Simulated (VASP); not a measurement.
Input for VASP

File KPOINTS:
```
Automatic
0
Gamma
 11 11 11
0 0 0
```

File POSCAR:
```
GaN
1
   -0.0000000000     2.1262340175     2.1262340175
    2.1262340175     0.0000000000     2.1262340175
    2.1262340175     2.1262340175    -0.0000000000
Ga N
1 1
Direct
  1.0000000000   0.0000000000   1.0000000000
  0.2500000000   0.2500000000   0.2500000000
```

### INCAR
```
ENCUT  =  620   # plane-wave cut-off (eV)
PSTRESS  =  450   # kbar
LASPH  =  T
LCHARG  =  F
ISIF  =  3
LMAXMIX  =  4
EDIFFG  =  -0.02   # ionic stop
SIGMA  =  0.05
LREAL  =  F
LWAVE  =  F
ALGO  =  Normal   # blocked Davidson
SYSTEM  =  GaN
GGA  =  PS   # PBEsol
ISMEAR  =  0
PREC  =  Accurate
NELM  =  100
IBRION  =  2   # conjugate gradients
NSW  =  40   # most ionic steps
EDIFF  =  1E-6   # SCF stop (eV)
```

POTCAR, in this order: Ga_d N (PBE.64 set). Program: vasp_std.

**Question.** Translate this PBEsol calculation to Quantum ESPRESSO's pw.x.

**Answer.** One equivalent input (not run):
```
&CONTROL
  calculation = 'vc-relax'
  pseudo_dir = './pseudo'
  outdir = './out'
  tprnfor = .true.
  tstress = .true.
  nstep = 40
  forc_conv_thr = 0.00078
/
&SYSTEM
  ibrav = 0
  nat = 2
  ntyp = 2
  ecutwfc = 84
  occupations = 'smearing'
  smearing = 'gaussian'
  degauss = 0.003675
  input_dft = 'pbesol'
/
&ELECTRONS
  conv_thr = 7.3e-08
  electron_maxstep = 100
/
&IONS
/
&CELL
  press = 450
/
ATOMIC_SPECIES
  Ga 69.723 Ga.upf
  N 14.007 N.upf
CELL_PARAMETERS angstrom
    -0.0000000    2.1262340    2.1262340
     2.1262340    0.0000000    2.1262340
     2.1262340    2.1262340   -0.0000000
ATOMIC_POSITIONS crystal
  Ga   1.0000000  0.0000000  1.0000000
  N    0.2500000  0.2500000  0.2500000
K_POINTS automatic
  11 11 11 0 0 0
```
The two are equivalent in intent, not identical: the potentials are each code's own (VASP's PAW set, PseudoDojo norm-conserving files in pw.x), so ENCUT and ecutwfc are chosen apart and not converted; conv_thr bounds pw.x's estimated SCF error, while EDIFF bounds the energy change between steps; forc_conv_thr acts on force components and is met together with etot_conv_thr.

The compound is GaN in the zinc blende structure, a metastable form; wurtzite is the usual one. It was relaxed first under an external pressure of 45 GPa.
